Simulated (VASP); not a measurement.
Given:

```
ZrC
1.0
    0.00000     2.37651     2.37651
    2.37651     0.00000     2.37651
    2.37651     2.37651     0.00000
Zr C
1 1
Direct
  0.00000   0.00000   0.00000
  0.50000   0.50000   0.50000
```

All values below come from SCAN meta-GGA, VASP's PBE PAW potentials (set 64) (plane waves; VASP). Numerical set-up: 520 eV cut-off, 13×13×13 Γ-centred mesh, first-order Methfessel-Paxton smearing of 0.10 eV, potentials Zr_sv C.

The job: ZrC (rock salt), 2 atoms, SCAN, static run, 520 eV, 13×13×13 Γ-centred mesh. Roughly how much core time does it take on a busy server core?

About 3 core-minutes (one run on a shared machine, a rough figure). It had 84 irreducible k-points, 12 bands, up to 739 plane waves and 24 electronic steps.

The compound is ZrC in the rock salt structure. This cell is one point of a volume scan, at 1.03 of the reference volume.
